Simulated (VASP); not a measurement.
The input files of a VASP run:

### KPOINTS
```
Automatic mesh
0
gamma
  7 7 7
0 0 0
```

**INCAR**
```
ALGO  =  Normal
SYSTEM  =  Mg2Ge
EDIFF  =  1E-6   # SCF stop (eV)
ISIF  =  2   # forces and stress, cell fixed
ENCUT  =  400   # plane-wave cut-off (eV)
ISMEAR  =  0
LMAXMIX  =  4
NELM  =  100   # most electronic steps
LREAL  =  .FALSE.   # projection in real space or not
LWAVE  =  .FALSE.
SIGMA  =  0.05   # width (eV)
PREC  =  Accurate
LCHARG  =  .FALSE.
GGA  =  PE
LASPH  =  .TRUE.
```

File POSCAR:
```
Mg2Ge
1
    0.0000000000     3.1950000000     3.1950000000
    3.1950000000     0.0000000000     3.1950000000
    3.1950000000     3.1950000000     0.0000000000
Mg Ge
2 1
Direct
  0.2500000000   0.2500000000   0.2500000000
  0.7500000000   0.7500000000   0.7500000000
  0.0000000000   0.0000000000   0.0000000000
```

POTCAR, in this order: Mg Ge_d (PBE.64 set). Program: vasp_std.

Question: Write an equivalent input for Ansatz.

Answer: One equivalent input (not run):
Ansatz 0.2 input:
```yaml
crystal:
  lattice:
    - [0.0000000, 3.1950000, 3.1950000]
    - [3.1950000, 0.0000000, 3.1950000]
    - [3.1950000, 3.1950000, 0.0000000]
  atoms:
    - { symbol: Mg, position: [0.2500000, 0.2500000, 0.2500000] }
    - { symbol: Mg, position: [0.7500000, 0.7500000, 0.7500000] }
    - { symbol: Ge, position: [0.0000000, 0.0000000, 0.0000000] }
kpoints:
  mp_grid: { grid: [7, 7, 7] }
hamiltonian:
  xc: pbe
  pseudopotentials: { kind: paw }
scf:
  occupations: { method: gaussian, width: 0.05 }
  max_iter: 100
output: { forces: true, stress: true, eigenvalues: true }
```
What does not carry over: each code has its own PAW files, so the cut-off isn't converted (ENCUT is set for VASP's; basis.ecutwfc is left out, and Ansatz then takes the one that its files recommend); Ansatz stops its SCF on the density residual and VASP on the energy change (EDIFF).

The compound is Mg2Ge in the antifluorite structure. The cell was not relaxed at this level.
